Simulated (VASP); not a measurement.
```
CELL_PARAMETERS angstrom
      2.80000     0.00000     0.00000
      0.00000     2.80000     0.00000
      0.00000     0.00000     3.67000
ATOMIC_POSITIONS crystal
  Cu 0.00000 0.00000 0.00000
  Au 0.50000 0.50000 0.50000
```

The numbers are results of rev-vdW-DF2, VASP's PBE PAW potentials (set 64) (plane waves; VASP), not measurements. Run with 520 eV cut-off, 12×12×9 Γ-centred mesh, first-order Methfessel-Paxton smearing of 0.10 eV, potentials Cu Au.

### Question
The ions, cell shape and volume are relaxed. Give the cell that the relaxation ends in.

### Answer

```
CELL_PARAMETERS angstrom
      2.86650     0.00000     0.00000
      0.00000     2.86650     0.00000
      0.00000     0.00000     3.57095
ATOMIC_POSITIONS crystal
  Cu 0.00000 0.00000 0.00000
  Au 0.50000 0.50000 0.50000
```
Space group P4/mmm (123), at a tolerance of 0.03 Å.

### Question
How do energy and volume change from the first to the last step?

### Answer
The energy (σ→0) changes by -6.2 meV/atom and the volume by +2.0 %, in 10 ionic steps.

The compound is CuAu in the L1_0 structure. This run relaxes it. Symmetry was kept, so distortions that lower it aren't found.
